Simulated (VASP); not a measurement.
Here is the system:

```
CeO2
1.0
    0.00000     2.76273     2.73290
    2.76248     0.00000     2.73290
    2.76248     2.76273     0.00000
Ce O
1 2
Direct
  0.00000   0.00000   0.00000
  0.25000   0.25000   0.25000
  0.73569   0.76431   0.76431
```

Level of theory: PBE GGA, VASP's PBE PAW potentials (set 64) (plane waves; VASP 6.6.1). Numerical set-up: 520 eV cut-off, 6×6×6 Γ-centred mesh, Gaussian smearing of 0.050 eV, potentials Ce O_s.

### Question
Which forces act on the atoms, in eV/Å?

### Answer

```
atom      Fx     Fy     Fz
----  ------  -----  -----
Ce1    0.217  0.000  0.000
O2     0.262  0.000  0.000
O3    -0.480  0.000  0.000
```

### Question
Give the stress tensor in GPa (positive for a compressed cell).

### Answer

```
-4.20   0.00   0.00
 0.00  -4.50   0.09
 0.00   0.09  -2.01
```
The pressure is its mean diagonal, -3.57 GPa.

The compound is CeO2 in the fluorite structure. The cell was not relaxed at this level, atoms are displaced from their ideal sites. The run is one of a series of settings (POTCAR Ce O_s (PBE.64 set) against the base run), some of them coarse on purpose. The run is not spin-polarised, so no magnetic state was tried.
